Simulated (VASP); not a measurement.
```yaml
crystal:
  lattice:
    - [6.13956, 0.00000, 0.00000]
    - [0.00000, 6.13956, 0.00000]
    - [0.00000, 0.00000, 6.13956]
  atoms:
    - { symbol: Cs, position: [0.00000, 0.00000, 0.00000] }
    - { symbol: Pb, position: [0.50000, 0.50000, 0.50000] }
    - { symbol: Br, position: [0.50000, 0.00000, 0.50000] }
    - { symbol: Br, position: [0.00000, 0.50000, 0.50000] }
    - { symbol: Br, position: [0.50000, 0.50000, 0.00000] }
```

The numbers are results of RPBE GGA, VASP's PBE PAW potentials (set 64) (plane waves; VASP 6.6.1), not measurements. Settings: 520 eV cut-off, Gaussian smearing of 0.050 eV, potentials Cs_sv Pb_d Br.

Unless said otherwise, spin-orbit coupling is left out, though it shifts the bands of the heavy elements here.

Task: Give the energies of bands 13 to 25 at the high-symmetry points, in eV from the valence-band maximum.

Result: 
```json
[
 {"band": "13", "Γ": "-6.67", "X": "-7.16", "M": "-7.60", "R": "-7.85"},
 {"band": "14", "Γ": "-3.19", "X": "-3.10", "M": "-3.00", "R": "-1.90"},
 {"band": "15", "Γ": "-3.19", "X": "-3.10", "M": "-2.02", "R": "-1.90"},
 {"band": "16", "Γ": "-3.19", "X": "-1.83", "M": "-1.57", "R": "-1.90"},
 {"band": "17", "Γ": "-1.33", "X": "-1.45", "M": "-1.57", "R": "-1.55"},
 {"band": "18", "Γ": "-1.33", "X": "-1.45", "M": "-1.55", "R": "-1.55"},
 {"band": "19", "Γ": "-1.33", "X": "-1.41", "M": "-1.49", "R": "-0.96"},
 {"band": "20", "Γ": "-1.26", "X": "-1.32", "M": "-1.49", "R": "-0.96"},
 {"band": "21", "Γ": "-1.26", "X": "-1.32", "M": "-0.97", "R": "-0.96"},
 {"band": "22", "Γ": "-1.26", "X": "-1.00", "M": "-0.49", "R": "0.00"},
 {"band": "23", "Γ": "3.84", "X": "2.85", "M": "2.49", "R": "2.09"},
 {"band": "24", "Γ": "5.04", "X": "5.11", "M": "2.49", "R": "2.09"},
 {"band": "25", "Γ": "5.04", "X": "5.33", "M": "4.99", "R": "2.09"}
]
```

The gap is direct, 2.09 eV, from the valence maximum at R to the conduction minimum at R.

The compound is CsPbBr3 in the cubic perovskite structure, the ideal cubic form; the compound distorts at low or room temperature. It was relaxed first, which changed the volume by +14 %.
